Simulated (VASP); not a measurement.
Here is the system:

```
MgSe
1.0
    4.21519     0.00000     0.00000
   -2.10760     3.65046     0.00000
    0.00000     0.00000     6.80648
Mg Se
2 2
Direct
  0.33333   0.66667   0.99810
  0.66667   0.33333   0.49810
  0.33333   0.66667   0.37690
  0.66667   0.33333   0.87690
```

All values below come from r2SCAN meta-GGA, VASP's PBE PAW potentials (set 64) (plane waves; VASP). Numerical set-up: 400 eV cut-off, 8×8×5 Γ-centred mesh, tetrahedra with Blöchl corrections, potentials Mg Se.

Problem. Give the energies of bands 3 to 11 at the high-symmetry points, in eV from the valence-band maximum.

Solution. 
```tsv
band	Γ	M	K	A	L	H
3	-3.28	-3.05	-2.47	-1.99	-3.15	-2.85
4	-0.51	-2.52	-2.37	-1.99	-3.15	-2.85
5	-0.51	-1.93	-2.37	-0.30	-0.88	-2.00
6	-0.07	-1.24	-1.39	-0.30	-0.88	-2.00
7	-0.07	-0.95	-1.38	-0.30	-0.85	-0.57
8	0.00	-0.44	-1.38	-0.30	-0.85	-0.57
9	3.36	4.71	4.81	4.86	4.59	5.67
10	4.61	5.22	7.33	4.86	4.59	5.67
11	7.42	5.74	7.59	7.61	6.20	6.47
```

The gap is direct, 3.36 eV, from the valence maximum at Γ to the conduction minimum at Γ.

The structure was generated: MgSe was put into the wurtzite type (P6_3mc), which need not be its known phase. It was relaxed first.
